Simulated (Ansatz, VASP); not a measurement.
## Two plane-wave programs on Si2I

```
CELL_PARAMETERS angstrom
5.49583 0.00000 0.00000
0.00000 7.98258 0.00000
0.00000 0.00000 3.59928
ATOMIC_POSITIONS crystal
Si 0.36896 0.88138 0.50000
Si 0.86896 0.61862 0.00000
Si 0.63104 0.11862 0.50000
Si 0.13104 0.38138 0.00000
I 0.50000 0.50000 0.50000
I 0.00000 0.00000 0.00000
```

Alike in both runs: functional PBE; k mesh 4 × 4 × 4; occupations gaussian, width 0.1 eV; no spin polarisation.

Ansatz relaxed the structure, and its values are those at the end. VASP's run is a single point on that final structure, the one shown.

|  | VASP | Ansatz |
| --- | --- | --- |
| version | VASP 6.6.1 | Ansatz 0.2.0 |
| potentials or method | VASP PAW PBE potentials, release 64 (Si, I) | scalar-relativistic, plane waves, PAW |
| plane-wave cutoff (eV) | 520 | 420 |
| valence electrons in the cell | 30 | 50 |

VASP gave:

```
gap on the k mesh at the Fermi level (eV) : none
pressure (GPa)                            : 0.0
rms of the force components (eV/Å)        : 0.004
```

Q: Which values does Ansatz return?

A: gap on the k mesh at the Fermi level (eV): none; pressure (GPa): 0.1; rms of the force components (eV/Å): 0.002.

A gap of «none» marks a metal or a gap that the smearing closes. The two sets of potentials don't hold the same shells in valence.

Caveats: the k mesh is coarse (spacing up to 0.44 Å⁻¹), so the values aren't converged. Spin-orbit coupling is left out, which matters for the levels of I.
